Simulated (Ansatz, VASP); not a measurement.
# AlN: VASP beside Ansatz

One calculation is typed for both programs; each brings its own data sets. How far apart do they land? The cell is taken from a series of runs on this material, whose earlier steps may have relaxed, scaled, displaced or heated it; both programs get it as it stands.

Method: plane waves, with VASP 6.6.1 beside it; PBE, in Ansatz 0.2.0.

## 1. The structure

The structure is cubic, space group F-43m (No. 216). Conventional cell: a = 4.403 Å, b = 4.403 Å, c = 4.403 Å, α = 90.00°, β = 90.00°, γ = 90.00°. Nearest to Al lie 4 N at 1.91 Å. Nearest to N lie 4 Al at 1.91 Å. Farther neighbours and most contacts between anions are not listed.

## 2. VASP: single point, PBE

With cell and atoms fixed, the geometry can't cause a difference; cores, projectors, grids and the points listed under the comparison can.

Lines of VASP's logs that name or quote its potential files are left out, and so is its time.

INCAR

```
SYSTEM = AlN
PREC = Accurate
ENCUT = 520
EDIFF = 1E-06
NELM = 120
ISMEAR = -1
SIGMA = 0.02
LREAL = .FALSE.
ALGO = Normal
GGA = PE
NBANDS = 10
LORBIT = 11
LWAVE = .FALSE.
LCHARG = .FALSE.
ISIF = 2
LASPH = .TRUE.
GGA_COMPAT = .FALSE.
EFERMI = MIDGAP
```

POSCAR

```
AlN
1.0
    0.0000000000      2.2012558310      2.2012558310
    2.2012558310      0.0000000000      2.2012558310
    2.2012558310      2.2012558310      0.0000000000
Al N
1 1
Direct
    0.0000000000      0.0000000000      0.0000000000
    0.7500000000      0.7500000000      0.7500000000
```

KPOINTS

```
Automatic mesh
0
Gamma
10 10 10
0 0 0
```

The projector-augmented-wave data sets are Al and N (PBE family, release 64).

Started as:

```console
$ mpirun -np 1 vasp_std
```

Numbers of over 12 decimals in the logs are rounded to 6 here.

What it wrote:

```text
[banner, memory and clock lines left out]
running    1 mpi-ranks, on    1 nodes
 distrk:  each k-point on    1 cores,    1 groups
 distr:  one band on    1 cores,    1 groups

 POSCAR found type information on POSCAR AlN
 POSCAR found :  2 types and       2 ions
 LDA part: xc-table for (Slater+PW92), standard interpolation
 POSCAR, INCAR and KPOINTS ok, starting setup
 FFT: planning ... GRIDC
 FFT: planning ... GRID_SOFT
 FFT: planning ... GRID
 WAVECAR not read
 entering main loop
       N       E                     dE             d eps       ncg     rms          rms(c)
DAV:   1     0.104017904275E+02    0.10402E+02   -0.38345E+03   948   0.655E+02
DAV:   2    -0.162851940899E+02   -0.26687E+02   -0.25524E+02  1148   0.139E+02
DAV:   3    -0.171791660881E+02   -0.89397E+00   -0.89226E+00  1104   0.255E+01
DAV:   4    -0.171838502124E+02   -0.46841E-02   -0.46839E-02  1074   0.199E+00
DAV:   5    -0.171839052966E+02   -0.55084E-04   -0.55084E-04  1076   0.211E-01    0.851E+00
DAV:   6    -0.148583880461E+02    0.23255E+01   -0.12450E+01  1052   0.189E+01    0.285E+00
DAV:   7    -0.148538147429E+02    0.45733E-02   -0.13377E-01  1010   0.319E+00    0.200E+00
DAV:   8    -0.148483002624E+02    0.55145E-02   -0.24528E-02   976   0.167E+00    0.518E-01
DAV:   9    -0.148473620315E+02    0.93823E-03   -0.25311E-03  1072   0.328E-01    0.223E-01
DAV:  10    -0.148474330777E+02   -0.71046E-04   -0.39838E-04  1020   0.136E-01    0.177E-02
DAV:  11    -0.148474383459E+02   -0.52682E-05   -0.11150E-05  1064   0.246E-02    0.141E-02
DAV:  12    -0.148474383257E+02    0.20232E-07   -0.76489E-07   574   0.734E-03
   1 F= -.14847438E+02 E0= -.14847438E+02  d E =0.000000E+00
```

Parts of OUTCAR (step 2):

```text
ion  position               nearest neighbor table
   1  0.000  0.000  0.000-   2 1.91   2 1.91   2 1.91   2 1.91
   2  0.750  0.750  0.750-   1 1.91   1 1.91   1 1.91   1 1.91

  LATTYP: Found a face centered cubic cell.
 ALAT       =     4.4025116620

 Subroutine GETGRP returns: Found 24 space group operations
 (whereof 24 operations were pure point group operations)

The static configuration has the point symmetry T_d .

 Found     47 irreducible k-points:

   k-points           NKPTS =     47   k-points in BZ     NKDIM =     47   number of bands    NBANDS=     10

   dimension x,y,z NGX =    24 NGY =   24 NGZ =   24
   dimension x,y,z NGXF=    48 NGYF=   48 NGZF=   48

   ENCUT  =  520.0 eV  38.22 Ry    6.18 a.u.   5.79  5.79  5.79*2*pi/ulx,y,z

   NELECT =       8.0000    total number of electrons

 k-points in reciprocal lattice and weights: Automatic mesh
   0.00000000  0.00000000  0.00000000       0.001
   0.10000000  0.00000000  0.00000000       0.008
   0.20000000  0.00000000  0.00000000       0.008
   0.30000000  0.00000000  0.00000000       0.008
   0.40000000  0.00000000  0.00000000       0.008
   0.50000000  0.00000000  0.00000000       0.004
   0.10000000  0.10000000  0.00000000       0.006
   0.20000000  0.10000000  0.00000000       0.024
   0.30000000  0.10000000  0.00000000       0.024
[...]
-0.30000000  0.40000000  0.20000000       0.024
  -0.30000000  0.50000000  0.20000000       0.012

 average (electrostatic) potential at core
       1 -71.9430       2 -60.1971

 E-fermi :   7.4019

 k-point     1 :       0.0000    0.0000    0.0000
  band No.  band energies     occupation
      1      -9.0958      2.00000
      2       5.7492      2.00000
      3       5.7492      2.00000
      4       5.7492      2.00000
      5       9.7376      0.00000
      6      18.0774      0.00000
      7      18.0774      0.00000
      8      18.0774      0.00000
      9      23.2494      0.00000
    ...

 k-point     2 :       0.1000    0.0000    0.0000
  band No.  band energies     occupation
      1      -8.9537      2.00000
      2       4.9381      2.00000
      3       5.6978      2.00000
      4       5.6978      2.00000
      5      10.4047      0.00000
      6      17.6901      0.00000
      7      18.2084      0.00000
      8      18.2084      0.00000
      9      22.0111      0.00000
    ...

 k-point     3 :       0.2000    0.0000    0.0000
  band No.  band energies     occupation
      1      -8.5491      2.00000
      2       3.3536      2.00000
      3       5.5698      2.00000
      4       5.5698      2.00000
      5      11.5297      0.00000
      6      16.8977      0.00000
      7      18.1577      0.00000
      8      18.1577      0.00000
      9      21.4710      0.00000
    ...

  Total       -0.0253212     -0.0253212     -0.0253212      0.0000000      0.0000000     -0.0000000
  in kB       -1.9017505     -1.9017505     -1.9017505      0.0000000      0.0000000     -0.0000000
  external PRESSURE =      -1.9017505 kB  Pullay stress =       0.0000000 kB

  energy-cutoff  :      520.00
  volume of cell :       21.33
      direct lattice vectors                 reciprocal lattice vectors
     0.000000000  2.201255831  2.201255831    -0.227143067  0.227143067  0.227143067
     2.201255831  0.000000000  2.201255831     0.227143067 -0.227143067  0.227143067
     2.201255831  2.201255831  0.000000000     0.227143067  0.227143067 -0.227143067

 POSITION                                       TOTAL-FORCE (eV/Angst)
 -----------------------------------------------------------------------------------
      0.00000      0.00000      0.00000         0.000000      0.000000      0.000000
      3.30188      3.30188      3.30188        -0.000000     -0.000000     -0.000000
 -----------------------------------------------------------------------------------
    total drift:                                0.000000      0.000000      0.000000

  FREE ENERGIE OF THE ION-ELECTRON SYSTEM (eV)
  ---------------------------------------------------
  free  energy   TOTEN  =       -14.8474383257 eV

  energy  without entropy=      -14.8474383257  energy(sigma->0) =      -14.84743833

 total charge
# of ion       s       p       d       tot
------------------------------------------
    1        0.367   0.434   0.000   0.801
    2        1.222   2.620   0.000   3.842
--------------------------------------------------
tot          1.589   3.054   0.000   4.643

[... 3 further parts left out ...]
```

The run ends at a pressure of -0.19 GPa.

## 3. Ansatz: single point, PBE

Ansatz runs on its PAW soft_1 files.

The same cell, functional, mesh and smearing now go to Ansatz, which takes its cutoff from its data sets.

input.yaml

```yaml
crystal:
  lattice:
    - [0.0, 2.201255831, 2.201255831]
    - [2.201255831, 0.0, 2.201255831]
    - [2.201255831, 2.201255831, 0.0]
  atoms:
    - { symbol: Al, position: [0.0, 0.0, 0.0] }
    - { symbol: "N", position: [0.75, 0.75, 0.75] }
kpoints:
  mp_grid: { grid: [10, 10, 10] }
  band_path:
    path:
      - [[0.0, 0.0, 0.0], [-0.5, -0.5, 0.0], [-0.375, -0.375, 0.25]]
      - [[-0.375, 0.0, 0.375], [0.0, 0.0, 0.0], [0.0, 0.0, 0.5], [-0.5, -0.25, 0.25], [-0.5, -0.5, 0.0]]
    npoints: 10
hamiltonian:
  xc: pbe
  pseudopotentials: { kind: paw, azcp: { folder: soft_1 } }
scf:
  occupations: { method: fermi_dirac, width: 0.02 }
  n_extra_bands: 4
output:
  eigenvalues: true
```

Started as:

```console
$ ansatz run input.yaml --threads 3 --pin off --max-ram 92160MiB --backend cuda --events-out ev --progress --plain --runs-dir out --devices 1 --max-vram 13GiB
```

What it wrote:

```text
scf.n_extra_bands = 4 over 4 filled bands (N_el = 8.0): the run solves 8 bands
GPUs: using 1 of 1 available (devices: 1).
Engine: ansatz 0.2.0, x86_64-unknown-linux-gnu
Pseudopotentials: kind: paw
Pseudopotential: Al, paw, valence charge 3, recommended cutoff 420 eV (normal), soft_1/Al.paw.azcp
Pseudopotential: N, paw, valence charge 5, recommended cutoff 420 eV (normal), soft_1/N.paw.azcp
Functional definition: PBE
  parameter kappa = 0.804
  parameter beta = 0.066725
  exchange = pbe_x(kappa = kappa, mu = beta*pi^2/3)
  correlation = pbe_c(beta = beta)
device memory: the entry about to start is reckoned to put 1.0 GiB on a device that reports 57.4 GiB free (of which the cap on the GPU budget leaves the run 13.0 GiB)
GPU FFT provider: cuFFT
GPU libraries: cuBLAS 13.8.2, cuFFT 12.4.0, cuSOLVER 12.3.4
Crystal: 2 atoms, lattice volume = 21.332 Å³
Basis set: ecut = 420 eV, 411 PW (Γ)
Bands: 8, of which v1, the nominal top of the filled ones, is band 4 counted from 1 (3 counted from 0)
Symmetry: 24 space group operations
Space group: F-43m (ITA 216), of the structure as read, at distance tolerance 2.8e-5 Å
k-points: 47 of 1000 (time reversal used)
Non-local potential: Al, projectors of the file, l = 0: 2, l = 1: 2, l = 2: 1
Non-local potential: N, projectors of the file, l = 0: 2, l = 1: 2, l = 2: 1
PAW form: soft (Blöchl's): semilocal exchange-correlation on the pseudo side does not see the compensation charge
PAW one-centre angular grid: Al, 110 points (default); XC on 64 Gauss nodes
PAW one-centre angular grid: N, 110 points (default); XC on 64 Gauss nodes
Initial density: superposition of atomic densities (chi_scale 0.1, normalization cell, long waves kept (reshape's long-wave potential 0.00 eV rms))
Initial wavefunctions: pseudopotential atomic-orbital guess
GPU buffer pool allocated for 13824 grid points (all kernels)
GPU transforms: local potential and band sums: pruned to the plane-wave sphere, on 24×24×24
Functional: x = pbe(κ = 0.804, μ = 0.219515), c = pbe(β = 0.066725)
SCF iter   1: F=—  HF=-925.614727 eV  |F-HF|=—  |Δ(HF+E_count)|=         —  Δρ=1.35e-1  dr2=4.83e0  ethr=3.10e-3  ⟨swp⟩=4.2  Hψ=2740  notcnv=0
preconditioner: auto → none  [insulator: Δε(μ)=5.233 eV  Ē_g=16.314 eV  σ=0.020 eV  W_gap=1.00  n_scr=0 (ndim 8)  ℏωp=22.7 eV  f_vac=0.000  D(μ)=0.00/eV (n_scr^D=0)  ε∞_Penn≈2.9]
SCF iter   2: F=—  HF=-924.443647 eV  |F-HF|=—  |Δ(HF+E_count)|=    1.17e0  Δρ=7.77e-2  dr2=7.88e-1  ethr=3.10e-3  ⟨swp⟩=3.0  Hψ=1255  notcnv=0
SCF iter   3: F=—  HF=-924.223251 eV  |F-HF|=—  |Δ(HF+E_count)|=   2.20e-1  Δρ=2.32e-2  dr2=5.81e-2  ethr=3.10e-3  ⟨swp⟩=2.8  Hψ=1108  notcnv=0
SCF iter   4: F=—  HF=-924.216910 eV  |F-HF|=—  |Δ(HF+E_count)|=   6.34e-3  Δρ=1.56e-3  dr2=2.52e-4  ethr=7.26e-4  ⟨swp⟩=2.0  Hψ=564  notcnv=0
SCF iter   5: F=—  HF=-924.216828 eV  |F-HF|=—  |Δ(HF+E_count)|=   8.18e-5  Δρ=4.48e-4  dr2=1.16e-5  ethr=3.15e-6  ⟨swp⟩=2.7  Hψ=555  notcnv=0
SCF iter   6: F=—  HF=-924.216833 eV  |F-HF|=—  |Δ(HF+E_count)|=   4.07e-6  Δρ=3.20e-5  dr2=1.29e-7  ethr=1.45e-7  ⟨swp⟩=2.0  Hψ=530  notcnv=0
SCF iter   7: F=-924.216833 eV  HF=-924.216833 eV  |F-HF|=3.56e-9  |Δ(HF+E_count)|=   7.60e-8  Δρ=4.32e-6  dr2=2.28e-9  ethr=1.25e-9  ⟨swp⟩=3.0  Hψ=1940  notcnv=0
SCF 1 converged in 7 iterations: F = -924.216833 eV  dr2 = 2.28e-9
  greatest PAW one-centre occupation: 0.788 electrons in one spin orbital (limit 2), on the N atom at site 1 (counted from 0), in its partial waves of l = 0
device memory: the entry about to start is reckoned to put 0.6 GiB on a device that reports 53.5 GiB free (of which the cap on the GPU budget leaves the run 13.0 GiB)
NSCF: frozen V_eff on 62 k-points, pencils in batches of 32, up to order 40
SCF converged after 7 iterations
Free energy (F): -924.216833 eV
Harris-Foulkes:  -924.216833 eV  (|F-HF|=3.56e-9)
Internal energy: -924.216833 eV  (E = F + TS)
E sigma→0 (E₀):  -924.216833 eV
Fermi energy:    8.385575 eV
--- Per-component energies (eV) ---
  E_band       = 13.723381
  E_kinetic    = 155.713897
  E_local      = -211.344386  (includes V_loc(G=0)·N_el)
  E_nonlocal   = 44.471329
  E_hartree    = 77.731611
  E_xc         = -98.764227
  E_vxc        = -106.611931  (∫ρ·V_xc dr)
  E_paw        = -597.748313  (= ΣΔE_a)
  E_vpaw       = -23.969674  (= ΣTr[D̂ρ^β])
  E_aug_tail   = 0.000843  (compensation charges beyond the density's cutoff)
  E_ewald      = -294.277587
  E_smearing   = -0.000000  (= −TS)
  E_closure    = -0.000000  (closes the sum)
  Σ components = -924.216833   (vs F -924.216833, Δ=0.00e0)
--- Band table (eV; the first three rows and the last of 47) ---
  k-point 0: bands = ["-8.1097", "6.7189", "6.7189", "6.7189", "10.6994", "19.0660", "19.0660", "19.0660"]
  k-point 1: bands = ["-7.9678", "5.9082", "6.6680", "6.6680", "11.3684", "18.6779", "19.1954", "19.1954"]
  k-point 2: bands = ["-7.5644", "4.3265", "6.5410", "6.5410", "12.4970", "17.8824", "19.1353", "19.1353"]
  k-point 46: bands = ["-5.4784", "2.7030", "3.6875", "4.1569", "12.3865", "17.4064", "18.8660", "19.0645"]
```

## 4. Differences

Known differences besides the potentials themselves: the cutoff is 420 eV in Ansatz and 520 eV in VASP. Total energies have different zeros and are not compared.

The two programs side by side:

| quantity | Ansatz | VASP | difference |
| --- | --- | --- | --- |
| gap on the k mesh (eV) | 3.311 | 3.305 | +0.006 |

A gap on the mesh is an upper bound, since the band edges may lie between its points.

## 5. What came out

| Quantity | Value |
| --- | --- |
| difference in gap on the k mesh (single point, PBE) | 0.0061 eV |

**Reading.** The difference in gap on the k mesh is 0.0061 eV (single point, PBE), within the 0.08 eV picked in this series as the mark of a large difference. Such differences can come from data sets, numerical settings and the points named under the comparisons, not from the functional's error against experiment.

[Lines on the potential files, build, host, timing and source positions are cut from VASP's logs without a mark.]

[Logs are printed without paths, hosts, clocks, repeated set-up lines and the standing remarks that a program may print on its own settings, such as how far it seeks lower states.]

[Hosts, paths, dates, database ids (printed as entryN), source tags and the programs' standing remarks are cut or masked in the printed files.]
